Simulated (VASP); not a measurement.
Method: revPBE GGA, VASP's PBE PAW potentials (set 64) (plane waves; VASP 6.6.1).

The input files of a VASP run:

File KPOINTS:
```
Automatic mesh
0
Gamma
9 9 9
0 0 0
```

INCAR:
```
SYSTEM = SiC
PREC = Accurate
ENCUT = 520
EDIFF = 1E-6
NELM = 100
ALGO = Normal
LREAL = .FALSE.
LASPH = .TRUE.
ISMEAR = 0
SIGMA = 0.05
GGA = RE
LWAVE = .FALSE.
LCHARG = .FALSE.
ISIF = 2
```

POSCAR:
```
SiC
1
    0.0000000000     2.2236000000     2.2236000000
    2.2236000000     0.0000000000     2.2236000000
    2.2236000000     2.2236000000     0.0000000000
Si C
1 1
Direct
  0.0000000000   0.0000000000   0.0000000000
  0.2500000000   0.2500000000   0.2500000000
```

POTCAR, in this order: Si C (PBE.64 set). Program: vasp_std.

The run wrote:

### OSZICAR
```
       N       E                     dE             d eps       ncg     rms          rms(c)
DAV:   1     0.583893853640E+01    0.58389E+01   -0.37792E+03   568   0.810E+02
DAV:   2    -0.156409675175E+02   -0.21480E+02   -0.20166E+02   816   0.105E+02
DAV:   3    -0.160690309453E+02   -0.42806E+00   -0.42806E+00   624   0.183E+01
DAV:   4    -0.160707267592E+02   -0.16958E-02   -0.16958E-02   912   0.125E+00
DAV:   5    -0.160707274010E+02   -0.64173E-06   -0.64173E-06   632   0.189E-02    0.856E+00
DAV:   6    -0.144700932778E+02    0.16006E+01   -0.70822E+00   584   0.147E+01    0.392E+00
DAV:   7    -0.144360640066E+02    0.34029E-01   -0.29192E-01   888   0.388E+00    0.177E+00
DAV:   8    -0.144328168213E+02    0.32472E-02   -0.16552E-02   560   0.125E+00    0.186E-01
DAV:   9    -0.144333769905E+02   -0.56017E-03   -0.10736E-03   872   0.288E-01    0.122E-01
DAV:  10    -0.144335664515E+02   -0.18946E-03   -0.34352E-04   760   0.151E-01    0.212E-02
DAV:  11    -0.144335681601E+02   -0.17086E-05   -0.74169E-05   728   0.519E-02    0.527E-03
DAV:  12    -0.144335686811E+02   -0.52101E-06   -0.26560E-06   576   0.135E-02
   1 F= -.14433569E+02 E0= -.14433569E+02  d E =-.476490E-17
```

OUTCAR:
```
------------------------ aborting loop because EDIFF is reached ----------------------------------------
  FORCE on cell =-STRESS in cart. coord.  units (eV):
  Direction    XX          YY          ZZ          XY          YZ          ZX
  --------------------------------------------------------------------------------------
  Total       -0.9612547     -0.9612547     -0.9612547      0.0000000      0.0000000     -0.0000000
  in kB      -70.0404707    -70.0404707    -70.0404707      0.0000000      0.0000000     -0.0000000
  external PRESSURE =     -70.0404707 kB  Pullay stress =       0.0000000 kB
  volume of cell :       21.99
      direct lattice vectors                 reciprocal lattice vectors
     0.000000000  2.223600000  2.223600000    -0.224860586  0.224860586  0.224860586
     2.223600000  0.000000000  2.223600000     0.224860586 -0.224860586  0.224860586
     2.223600000  2.223600000  0.000000000     0.224860586  0.224860586 -0.224860586
  FREE ENERGIE OF THE ION-ELECTRON SYSTEM (eV)
  ---------------------------------------------------
  free  energy   TOTEN  =       -14.4335686811 eV

  energy  without entropy=      -14.4335686811  energy(sigma->0) =      -14.43356868
```
(Selected blocks of OUTCAR.)

The compound is SiC in the zinc blende structure. The cell was not relaxed at this level. The run is one of a series of settings (GGA = RE against the base run), some of them coarse on purpose.
